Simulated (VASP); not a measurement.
OSZICAR of a VASP run on KBr (rock salt):

File OSZICAR:
```
       N       E                     dE             d eps       ncg     rms          rms(c)
DAV:   1     0.105800079233E+03    0.10580E+03   -0.71206E+03   696   0.118E+03
DAV:   2     0.123428759739E+01   -0.10457E+03   -0.98855E+02   844   0.264E+02
DAV:   3    -0.611107959199E+01   -0.73454E+01   -0.73030E+01   908   0.646E+01
DAV:   4    -0.640593111477E+01   -0.29485E+00   -0.29452E+00  1232   0.117E+01
DAV:   5    -0.640785337874E+01   -0.19223E-02   -0.19222E-02   908   0.863E-01    0.288E+00
DAV:   6    -0.622544711531E+01    0.18241E+00   -0.29857E-01   824   0.281E+00    0.209E+00
DAV:   7    -0.621243017004E+01    0.13017E-01   -0.13895E-01   884   0.217E+00    0.998E-01
DAV:   8    -0.622244787851E+01   -0.10018E-01   -0.16671E-02   900   0.106E+00    0.129E-01
DAV:   9    -0.622310974953E+01   -0.66187E-03   -0.77280E-04   912   0.192E-01    0.844E-02
DAV:  10    -0.622360004310E+01   -0.49029E-03   -0.57024E-04   768   0.172E-01    0.173E-02
DAV:  11    -0.622360502803E+01   -0.49849E-05   -0.20383E-05   976   0.291E-02    0.586E-03
DAV:  12    -0.622360761365E+01   -0.25856E-05   -0.33662E-06   832   0.156E-02    0.505E-03
DAV:  13    -0.622360790622E+01   -0.29257E-06   -0.61258E-07   924   0.447E-03    0.703E-04
DAV:  14    -0.622360798427E+01   -0.78049E-07   -0.15784E-07   808   0.310E-03
   1 F= -.62236080E+01 E0= -.62236080E+01  d E =0.000000E+00
```

### Question
Which electronic solver shows in the log?

### Answer
It is blocked Davidson (ALGO = Normal, or the opening steps of other solvers). The INCAR had ALGO = Normal.

### Question
Can the final energy be trusted as converged?

### Answer
The run converged. It stopped with EDIFF = 1E-7, NELM = 100 (PBE GGA, plane waves, VASP's PBE PAW potentials (set 64)).

The compound is KBr in the rock salt structure. It was relaxed first.
